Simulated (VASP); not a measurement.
# CsHfCu3Se4 (P-43m) in VASP: single point with LDA

Aim: the single point of CsHfCu3Se4 with LDA.

All numbers are computed with VASP 6.6.1; they aren't measurements. Logs are shortened: lines on timing, memory, paths and dates and some standing lists are left out, and cuts for length are marked.

### 1 Starting point

It takes space group P-43m (No. 215, cubic). Conventional cell: a = 6.422 Å, b = 6.422 Å, c = 6.422 Å, α = 90.00°, β = 90.00°, γ = 90.00°. Cs (site symmetry -43m) is surrounded by 4 Se at 3.10 Å. Around Hf (site symmetry -43m) lie 4 Se at 2.46 Å. Cu (site symmetry -42m) has 4 Se at 2.69 Å as nearest neighbours. Se (site symmetry 3m) has 1 Hf at 2.46 Å and 3 Cu at 2.69 Å as nearest neighbours.

The cell comes from a database or a generator and needn't be the stable form of this composition.

### 2 Single point, LDA

Input file INCAR:

```
PREC = Accurate
ENCUT = 520
EDIFF = 1E-6
ISMEAR = 0
SIGMA = 0.01
LREAL = F
LASPH = T
NELM = 100
ALGO = Fast
ISIF = 2
LWAVE = F
LCHARG = F
GGA = CA
NBANDS = 48
```

Input file KPOINTS:

```
Automatic mesh
0
Gamma
  3 3 3
```

Input file POSCAR:

```
CsHfCu3Se4
1.0
    6.4220100000      0.0000000000      0.0000000000
    0.0000000000      6.4220100000      0.0000000000
    0.0000000000      0.0000000000      6.4220100000
Cs Hf Cu Se
1 1 3 4
Direct
    0.5000000000      0.5000000000      0.5000000000
    0.0000000000      0.0000000000      0.0000000000
    0.0000000000      0.5000000000      0.0000000000
    0.0000000000      0.0000000000      0.5000000000
    0.5000000000      0.0000000000      0.0000000000
    0.2209400000      0.2209400000      0.2209400000
    0.7790600000      0.7790600000      0.2209400000
    0.2209400000      0.7790600000      0.7790600000
    0.7790600000      0.2209400000      0.7790600000
```

Potentials or basis: VASP PAW LDA potentials, release 64 (Cs_sv, Hf_pv, Cu, Se).

Command:

```sh
$ cat potpaw_LDA.64/Cs_sv/POTCAR potpaw_LDA.64/Hf_pv/POTCAR potpaw_LDA.64/Cu/POTCAR potpaw_LDA.64/Se/POTCAR > POTCAR
$ mpirun -np 1 vasp_std > vasp.out
```

OUTCAR:

```text
PREC = Accurate
   ENCUT = 520
   EDIFF = 1E-6
   ISMEAR = 0
   LREAL = F
   LASPH = T
   NELM = 100
   ISIF = 2
   GGA = CA

 ion  position               nearest neighbor table
   1  0.500  0.500  0.500-
   2  0.000  0.000  0.000-   6 2.46   7 2.46   8 2.46   9 2.46   4 3.21   5 3.21   3 3.21   4 3.21
                             3 3.21   5 3.21
   3  0.000  0.500  0.000-   6 2.69   7 2.69   8 2.69   9 2.69   2 3.21   2 3.21
   4  0.000  0.000  0.500-   6 2.69   7 2.69   8 2.69   9 2.69   2 3.21   2 3.21
   5  0.500  0.000  0.000-   6 2.69   7 2.69   8 2.69   9 2.69   2 3.21   2 3.21
   6  0.221  0.221  0.221-   2 2.46   3 2.69   4 2.69   5 2.69
   7  0.779  0.779  0.221-   2 2.46   3 2.69   4 2.69   5 2.69
   8  0.221  0.779  0.779-   2 2.46   3 2.69   4 2.69   5 2.69
   9  0.779  0.221  0.779-   2 2.46   3 2.69   4 2.69   5 2.69

  LATTYP: Found a simple cubic cell.
 ALAT       =     6.4220100000

  Lattice vectors:

 A1 = (   6.4220100000,   0.0000000000,   0.0000000000)
 A2 = (   0.0000000000,   6.4220100000,   0.0000000000)
 A3 = (   0.0000000000,   0.0000000000,   6.4220100000)

Analysis of symmetry for initial positions (statically):
=====================================================================
 Subroutine PRICEL returns:
 Original cell was already a primitive cell.

 Routine SETGRP: Setting up the symmetry group for a
 simple cubic supercell.

 Subroutine GETGRP returns: Found 24 space group operations
 (whereof 24 operations were pure point group operations)
 out of a pool of 48 trial point group operations.

The static configuration has the point symmetry T_d .

Analysis of symmetry for dynamics (positions and initial velocities):
=====================================================================
 Subroutine PRICEL returns:
 Original cell was already a primitive cell.

 Routine SETGRP: Setting up the symmetry group for a
 simple cubic supercell.

 Subroutine GETGRP returns: Found 24 space group operations
 (whereof 24 operations were pure point group operations)
 out of a pool of 48 trial point group operations.

The dynamic configuration has the point symmetry T_d .

 Subroutine INISYM returns: Found 24 space group operations
 (whereof 24 operations are pure point group operations),
 and found     1 'primitive' translations

----------------------------------------------------------------------------------------

                                     Primitive cell

  volume of cell :     264.8579

  direct lattice vectors                    reciprocal lattice vectors
     6.422010000  0.000000000  0.000000000     0.155714488  0.000000000  0.000000000
     0.000000000  6.422010000  0.000000000     0.000000000  0.155714488  0.000000000
     0.000000000  0.000000000  6.422010000     0.000000000  0.000000000  0.155714488

  length of vectors
     6.422010000  6.422010000  6.422010000     0.155714488  0.155714488  0.155714488

  position of ions in fractional coordinates (direct lattice)
     0.500000000  0.500000000  0.500000000
     0.000000000  0.000000000  0.000000000
     0.000000000  0.500000000  0.000000000
     0.000000000  0.000000000  0.500000000
     0.500000000  0.000000000  0.000000000
     0.220940000  0.220940000  0.220940000
     0.779060000  0.779060000  0.220940000
     0.220940000  0.779060000  0.779060000
     0.779060000  0.220940000  0.779060000

  ion indices of the primitive-cell ions
   primitive index   ion index
                 1           1
                 2           2
                 3           3
                 4           4
                 5           5
                 6           6
                 7           7
                 8           8
                 9           9

----------------------------------------------------------------------------------------

 KPOINTS: Automatic mesh

Automatic generation of k-mesh.
 Grid dimensions read from file:
 generate k-points for:    3    3    3

 Generating k-lattice:

  Cartesian coordinates                     Fractional coordinates (reciprocal lattice)
     0.051904829  0.000000000  0.000000000     0.333333333  0.000000000  0.000000000
     0.000000000  0.051904829  0.000000000     0.000000000  0.333333333  0.000000000
     0.000000000  0.000000000  0.051904829     0.000000000  0.000000000  0.333333333

  Length of vectors
     0.051904829  0.051904829  0.051904829

  Shift w.r.t. Gamma in fractional coordinates (k-lattice)
     0.000000000  0.000000000  0.000000000

 Subroutine IBZKPT returns following result:
 ===========================================

 Found      4 irreducible k-points:

 Following reciprocal coordinates:
            Coordinates               Weight
  0.000000  0.000000  0.000000      1.000000
  0.333333  0.000000  0.000000      6.000000
  0.333333  0.333333  0.000000     12.000000
  0.333333  0.333333  0.333333      8.000000
   k-points           NKPTS =      4   k-points in BZ     NKDIM =      4   number of bands    NBANDS=     48
   number of dos      NEDOS =    301   number of ions     NIONS =      9
   total plane-waves  NPLWV = 110592
   dimension x,y,z NGX =    48 NGY =   48 NGZ =   48
   dimension x,y,z NGXF=    96 NGYF=   96 NGZF=   96
   ions per type =               1   1   3   4
   NGX,Y,Z   is equivalent  to a cutoff of  12.43, 12.43, 12.43 a.u.
   NGXF,Y,Z  is equivalent  to a cutoff of  24.85, 24.85, 24.85 a.u.
 SYSTEM =  unknown system
   PREC   = accura    normal or accurate (medium, high low for compatibility)
   ISTART =      0    job   : 0-new  1-cont  2-samecut
   ICHARG =      2    charge: 1-file 2-atom 10-const
   ISPIN  =      1    spin polarized calculation?
   LNONCOLLINEAR =      F non collinear calculations
   LSORBIT =      F    spin-orbit coupling
   LASPH  =      T    aspherical Exc in radial PAW
   ENCUT  =  520.0 eV  38.22 Ry    6.18 a.u.  11.94 11.94 11.94*2*pi/ulx,y,z
   NELM   =    100;   NELMIN=  2; NELMDL= -5     # of ELM steps
   EDIFF  = 0.1E-05   stopping-criterion for ELM
   LREAL  =      F    real-space projection
   EDIFFG = 0.1E-04   stopping-criterion for IOM
   NSW    =      0    number of steps for IOM
   IBRION =     -1    ionic relax: 0-MD 1-quasi-New 2-CG
   NFREE  =      0    steps in history (QN), initial steepest desc. (CG)
   ISIF   =      2    stress and relaxation
   ISYM   =      2    0-nonsym 1-usesym 2-fastsym
   POTIM  = 0.5000    time-step for ionic-motion
   TEBEG  =    0.0;   TEEND  =   0.0 temperature during run
   PSTRESS=    0.0 pullay stress
   NELECT =      76.0000    total number of electrons
   NUPDOWN=      -1.0000    fix difference up-down
   EMIN   =  10.00;   EMAX   =-10.00  energy-range for DOS
   EFERMI =   0.00;   METHOD = LEGACY
   ISMEAR =     0;   SIGMA  =   0.01  broadening in eV -4-tet -1-fermi 0-gaus
   EFERMI_NEDOS =   21; number of points for ismear=-14 and -15
   IALGO  =     68    algorithm
   IMIX   =      4    mixing-type and parameters
     AMIX     =   0.40;   BMIX     =  1.00
     AMIX_MAG =   1.60;   BMIX_MAG =  1.00
  volume/ion in A,a.u.               =      29.43       198.59
  Fermi-wavevector in a.u.,A,eV,Ry     =   1.079796  2.040519 15.863841  1.165959
  Thomas-Fermi vector in A             =   2.215770
   LORBIT       =      0    0 simple, 1 ext, 2 COOP (PROOUT), +10 PAW based schemes
   GGA     = CA    functional components
   LHFCALC =     F    Hartree Fock is set to
   AEXX    =    0.0000 exact exchange contribution
   IVDW    =     0    specifies the selected vdW correction
   LEPSILON=     F    determine dielectric tensor
   LRPA    =     F    only Hartree local field effects (RPA)
 non-spin polarized calculation
 RMM-DIIS sequential band-by-band and
 Gauss-broadening in eV      SIGMA  =   0.01
  energy-cutoff  :      520.00
  volume of cell :      264.86
 maximum number of plane-waves:      7151
 NGX is ok and might be reduce to    48
   NGX = 23   NGY = 23   NGZ = 23

 number of electron      76.0000042 magnetization

 Free energy of the ion-electron system (eV)
  ---------------------------------------------------
  ext. energy  EPLUGINS =         0.00000000
  ---------------------------------------------------
  free energy    TOTEN  =       -46.47126174 eV

  energy without entropy =      -46.47126174  energy(sigma->0) =      -46.47126174

 E-fermi :   1.3546     XC(G=0):  -8.7425

 val. band max:        1.2114246765   @ k =   0.3333   0.3333   0.3333
 cond. band min:       2.1188530806   @ k =   0.0000   0.0000   0.0000
 fundamental gap:      0.9074284041
 Fermi energy:         1.3546212576

 k-point     1 :       0.0000    0.0000    0.0000
  band No.  band energies     occupation
      1     -28.8195      2.00000
      2     -28.8195      2.00000
      3     -28.8195      2.00000
      4     -19.3070      2.00000
      5     -11.2919      2.00000
      6     -10.7860      2.00000
[... 40 lines left out ...]
     47       6.9880      0.00000
     48       7.0203      0.00000

 k-point     2 :       0.3333    0.0000    0.0000
  band No.  band energies     occupation
      1     -28.8197      2.00000
      2     -28.8195      2.00000
      3     -28.8195      2.00000
      4     -19.3065      2.00000
      5     -11.2900      2.00000
      6     -10.7846      2.00000
[... 40 lines left out ...]
     47       5.9193      0.00000
     48       6.6865      0.00000

 k-point     3 :       0.3333    0.3333    0.0000
  band No.  band energies     occupation
      1     -28.8197      2.00000
      2     -28.8197      2.00000
      3     -28.8195      2.00000
      4     -19.3062      2.00000
      5     -11.2408      2.00000
      6     -10.8563      2.00000
[... 40 lines left out ...]
     47       5.8279      0.00000
     48       6.6357      0.00000

 k-point     4 :       0.3333    0.3333    0.3333
  band No.  band energies     occupation
      1     -28.8197      2.00000
      2     -28.8197      2.00000
      3     -28.8197      2.00000
      4     -19.3059      2.00000
      5     -11.1672      2.00000
      6     -10.8538      2.00000
[... 40 lines left out ...]
     47       6.2104      0.00000
     48       6.7730      0.00000

------------------------ aborting loop because EDIFF is reached ----------------------------------------

  FORCE on cell =-STRESS in cart. coord.  units (eV):
  Direction    XX          YY          ZZ          XY          YZ          ZX
  --------------------------------------------------------------------------------------
  -------------------------------------------------------------------------------------
  Total       -5.7077344     -5.7077344     -5.7077344      0.0000000      0.0000000      0.0000000
  in kB      -34.5272035    -34.5272035    -34.5272035      0.0000000      0.0000000      0.0000000
  external PRESSURE =     -34.5272035 kB  Pullay stress =       0.0000000 kB

 VOLUME and BASIS-vectors are now :
 -----------------------------------------------------------------------------
  energy-cutoff  :      520.00
  volume of cell :      264.86
      direct lattice vectors                 reciprocal lattice vectors
     6.422010000  0.000000000  0.000000000     0.155714488  0.000000000  0.000000000
     0.000000000  6.422010000  0.000000000     0.000000000  0.155714488  0.000000000
     0.000000000  0.000000000  6.422010000     0.000000000  0.000000000  0.155714488

 POSITION                                       TOTAL-FORCE (eV/Angst)
 -----------------------------------------------------------------------------------
      3.21101      3.21101      3.21101         0.000000      0.000000      0.000000
      0.00000      0.00000      0.00000         0.000000     -0.000000      0.000000
      0.00000      3.21101      0.00000        -0.000000     -0.000000      0.000000
      0.00000      0.00000      3.21101        -0.000000      0.000000      0.000000
      3.21101      0.00000      0.00000        -0.000000     -0.000000      0.000000
      1.41888      1.41888      1.41888        -0.198144     -0.198144     -0.198144
      5.00313      5.00313      1.41888         0.198144      0.198144     -0.198144
      1.41888      5.00313      5.00313        -0.198144      0.198144      0.198144
      5.00313      1.41888      5.00313         0.198144     -0.198144      0.198144
 -----------------------------------------------------------------------------------
    total drift:                               -0.000000     -0.000000      0.000000

  FREE ENERGIE OF THE ION-ELECTRON SYSTEM (eV)
  ---------------------------------------------------
  free  energy   TOTEN  =       -46.4712617381 eV

  energy  without entropy=      -46.4712617381  energy(sigma->0) =      -46.47126174
```

It took 52 s on 1 thread of Intel Xeon Platinum 8559C (Emerald Rapids), shared host; peak memory 0.28 GiB.

Results:

```
Free energy            : -46.4713 eV
Pressure               : -3.5 GPa
Largest force          : 0.343 eV/Å
Band gap on the k mesh : 0.91 eV, indirect (least direct gap 1.12 eV)
```

Forces on the atoms (eV/Å):
```
Cs   0.000  0.000  0.000
Hf   0.000  0.000  0.000
Cu   0.000  0.000  0.000
Cu   0.000  0.000  0.000
Cu   0.000  0.000  0.000
Se  -0.198 -0.198 -0.198
Se   0.198  0.198 -0.198
Se  -0.198  0.198  0.198
Se   0.198 -0.198  0.198
```

Caveat: spin-orbit coupling is left out, which moves the levels of the heavy elements; an odd mesh through Γ misses points on the zone boundary, where band edges often lie.
